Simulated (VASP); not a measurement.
Energy against volume of SrTiO₃ (cubic perovskite). Computed with PBE GGA with D3 dispersion (zero damping), VASP's PBE PAW potentials (set 64) (plane waves; VASP). Run with 520 eV cut-off, 6×6×6 Γ-centred mesh, Gaussian smearing of 0.050 eV, potentials Sr_sv Ti_sv O.

| V (Å³/atom) | E (eV/atom) |
|---|---|
| 11.699 | -8.19186 |
| 12.061 | -8.19850 |
| 12.423 | -8.19330 |
| 12.785 | -8.17801 |

**Question.** Fit these four points and predict the energy of the run at 11.338 Å³/atom.

**Answer.** A cubic in V^(−2/3), the third-order Birch-Murnaghan form, passes through the four points with V0 = 12.07 Å³/atom and B0 = 173 GPa, and gives -8.1714 eV/atom there. The run gave -8.1713 eV/atom, +0.1 meV/atom from the fit; all five points give B0 = 174 GPa.

The compound is SrTiO3 in the cubic perovskite structure, the ideal cubic form; the compound distorts at low or room temperature. It was relaxed first.
